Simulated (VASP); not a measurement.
OSZICAR of a VASP run on Li (bcc):

### OSZICAR
```
       N       E                     dE             d eps       ncg     rms          rms(c)
DAV:   1     0.821758608965E+00    0.82176E+00   -0.73112E+02   565   0.422E+02
DAV:   2    -0.180823066701E+01   -0.26300E+01   -0.25390E+01   840   0.617E+01
DAV:   3    -0.190548861651E+01   -0.97258E-01   -0.93970E-01   700   0.875E+00
DAV:   4    -0.190765826524E+01   -0.21696E-02   -0.21696E-02   750   0.127E+00
DAV:   5    -0.190767545963E+01   -0.17194E-04   -0.17194E-04   680   0.114E-01    0.237E-01
DAV:   6    -0.190654214054E+01    0.11333E-02   -0.27992E-04   940   0.110E-01    0.134E-01
DAV:   7    -0.190598446818E+01    0.55767E-03   -0.69012E-04  1020   0.166E-01    0.277E-02
DAV:   8    -0.190598500592E+01   -0.53774E-06   -0.10380E-05   585   0.373E-02    0.194E-03
DAV:   9    -0.190598216488E+01    0.28410E-05   -0.61240E-07   410   0.116E-02    0.426E-04
DAV:  10    -0.190598107162E+01    0.10933E-05   -0.76508E-08   305   0.436E-03    0.261E-04
DAV:  11    -0.190598097260E+01    0.99017E-07   -0.22101E-08   295   0.230E-03
   1 F= -.19059810E+01 E0= -.19057238E+01  d E =-.771495E-03
```

Task: Which electronic solver shows in the log?

Result: It is blocked Davidson (ALGO = Normal, or the opening steps of other solvers). The INCAR had ALGO = Normal.

Task: Can the final energy be trusted as converged?

Result: The run converged. It stopped with EDIFF = 1E-6, NELM = 100 (PBE GGA, plane waves, VASP's PBE PAW potentials (set 64)).

The compound is Li in the bcc structure. The cell was not relaxed at this level.
